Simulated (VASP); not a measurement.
BaZrO3, 5 atoms in the cell. It takes space group Pm-3m (No. 221, cubic). The conventional cell has a = 4.227 Å, b = 4.227 Å, c = 4.227 Å, α = 90.00°, β = 90.00°, γ = 90.00°. Ba (site symmetry m-3m) is surrounded by 12 O at 2.99 Å. Zr (site symmetry m-3m) has 6 O at 2.11 Å as nearest neighbours. O (site symmetry 4/mmm) is surrounded by 2 Zr at 2.11 Å. 

- Program: VASP 6.6.1
- Task: density of states
- Functional: PBE
- Potentials or basis: VASP PAW PBE potentials, release 64 (Ba_sv, Zr_sv, O)
- Cutoff: 520 eV
- k mesh: 6 × 6 × 6
- Occupations: gaussian, width 0.02 eV
- Spin: no spin polarisation
- Dipole correction: no
- k mesh for the DOS: 9 × 9 × 9
- Occupations for the DOS: tetrahedron
- Further INCAR settings: ALGO = Normal; EDIFF = 1e-07

Potentials or basis: VASP PAW PBE potentials, release 64 (Ba_sv, Zr_sv, O).

The run is started by

```console
$ cat potpaw_PBE.64/Ba_sv/POTCAR potpaw_PBE.64/Zr_sv/POTCAR potpaw_PBE.64/O/POTCAR > POTCAR
$ cp INCAR.step1 INCAR
$ cp KPOINTS.step1 KPOINTS
$ mpirun -np 1 vasp_std > vasp.out
$ cp INCAR.step2 INCAR
$ cp KPOINTS.step2 KPOINTS
$ mpirun -np 1 vasp_std > vasp.out
```

Hardware: 1 thread of Intel(R) Xeon(R) Platinum 8488C (Sapphire Rapids), on a shared host.

Task: Estimate the wall time of this run.

Result: Wall time 37 s on 1 thread of Intel(R) Xeon(R) Platinum 8488C (Sapphire Rapids), on a shared host, peak memory 0.21 GiB. Counts: scf iterations 8, k points 35.
